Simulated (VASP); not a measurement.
Set up this calculation in VASP 6.6.1, as the native input.

```yaml
Task: single point
Functional: LDA
Potentials_or_basis: VASP PAW LDA potentials, release 64 (Si, S, Pb_d)
Cutoff: 520 eV
k_mesh: 4 × 4 × 4
Occupations: gaussian, width 0.05 eV
Spin: no spin polarisation
Dipole_correction: no
Further_INCAR_settings: ALGO = Fast; EDIFF = 1e-06; NBANDS = 34
```

The structure of SiPb3S lies in POSCAR:

```
SiPb3S
1.0
    5.5080695703      0.0000000000      0.0000000000
    0.0000000000      5.5080695703      0.0000000000
    0.0000000000      0.0000000000      5.5080695703
Si S Pb
1 1 3
Direct
    0.0000000000      0.0000000000      0.0000000000
    0.5000000000      0.5000000000      0.5000000000
    0.5000000000      0.5000000000      0.0000000000
    0.5000000000      0.0000000000      0.5000000000
    0.0000000000      0.5000000000      0.5000000000
```

The cell comes from a database or a generator and needn't be the stable form of this composition.

These files were run (other wordings do the same):

INCAR

```
PREC = Accurate
ENCUT = 520
EDIFF = 1E-6
ISMEAR = 0
SIGMA = 0.05
LREAL = F
LASPH = T
NELM = 100
ALGO = Fast
ISIF = 2
LWAVE = F
LCHARG = T
LELF = T
LVHAR = T
NBANDS = 34
```

KPOINTS

```
regular mesh
0
Gamma
  4 4 4
```

Potentials or basis: VASP PAW LDA potentials, release 64 (Si, S, Pb_d).

Run with:

```sh
$ cat potpaw_LDA.64/Si/POTCAR potpaw_LDA.64/S/POTCAR potpaw_LDA.64/Pb_d/POTCAR > POTCAR
$ mpirun -np 1 vasp_std > vasp.out
```

Results of the run:

| Quantity | Value |
| --- | --- |
| Pressure | -3.1 GPa |
| Band gap on the k mesh | none (metal or under the smearing width) |

Wall time 84 s on 1 thread of Intel(R) Xeon(R) Platinum 8488C (Sapphire Rapids), with other jobs on the host, peak memory 0.23 GiB.
